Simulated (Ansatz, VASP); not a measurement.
Two plane-wave programs on Ga3F

The input INCAR:

```
SYSTEM = Ga3F
  ALGO = Normal
  EDIFF = 1E-7
  EDIFFG = -0.04
  ENCUT = 600
  GGA = PE
  IBRION = 2
  ISIF = 3
  ISMEAR = 0
  LASPH = .TRUE.
  LCHARG = .FALSE.
  LREAL = .FALSE.
  LWAVE = .FALSE.
  NELM = 100
  NSW = 90
  PREC = Accurate
  SIGMA = 0.1
```

KPOINTS

```
k-points
0
G
  4 4 4
  0 0 0
```

POSCAR

```
Ga3F
1.0
    0.0000000000      3.2475472600      3.2475472600
    3.2475472600      0.0000000000      3.2475472600
    3.2475472600      3.2475472600      0.0000000000
Ga F
3 1
Direct
    0.2500000000      0.2500000000      0.2500000000
    0.7500000000      0.7500000000      0.7500000000
    0.0000000000      0.0000000000      0.0000000000
    0.5000000000      0.5000000000      0.5000000000
```

Input for Ansatz:

```yaml
crystal:
  lattice:
    - [0.0, 3.24754726, 3.24754726]
    - [3.24754726, 0.0, 3.24754726]
    - [3.24754726, 3.24754726, 0.0]
  atoms:
    - { symbol: Ga, position: [0.25, 0.25, 0.25] }
    - { symbol: Ga, position: [0.75, 0.75, 0.75] }
    - { symbol: Ga, position: [0.0, 0.0, 0.0] }
    - { symbol: F, position: [0.5, 0.5, 0.5] }
basis:
  ecutwfc: 420
kpoints:
  mp_grid: { grid: [4, 4, 4] }
hamiltonian:
  xc: pbe
scf:
  occupations: { method: gaussian, width: 0.1 }
  lower_state_search: "off"
output:
  forces: true
  stress: true
  eigenvalues: true
relax:
  adjacent_minimum: "off"
  f_tol: 0.04
  max_steps: 70
  cell: { stress_tol: 0.4 }
```

Alike in both runs: task relaxation of cell and atoms; functional PBE; k mesh 4 × 4 × 4; occupations gaussian, width 0.1 eV; no spin polarisation.

```csv
,VASP,Ansatz
version,VASP 6.6.1,Ansatz 0.2.0
potentials or method,"VASP PAW PBE potentials, release 64 (Ga_d, F)","scalar-relativistic, plane waves, PAW"
plane-wave cutoff (eV),600,420
valence electrons in the cell,46,46
```

VASP gave:

```
gap on the k mesh at the Fermi level, each at its own relaxed structure (eV) : none
relaxed volume (Å³/atom)                                                     : 17.02
relaxed cell length with the largest relative difference (Å)                 : 4.583
```

Problem. Estimate Ansatz's values.

Solution. gap on the k mesh at the Fermi level, each at its own relaxed structure (eV): none; relaxed volume (Å³/atom): 17.13; relaxed cell length with the largest relative difference (Å): 4.593.

A gap of «none» marks a metal or a gap that the smearing closes.

Caveats: the k mesh is coarse (spacing up to 0.42 Å⁻¹), so the values aren't converged.
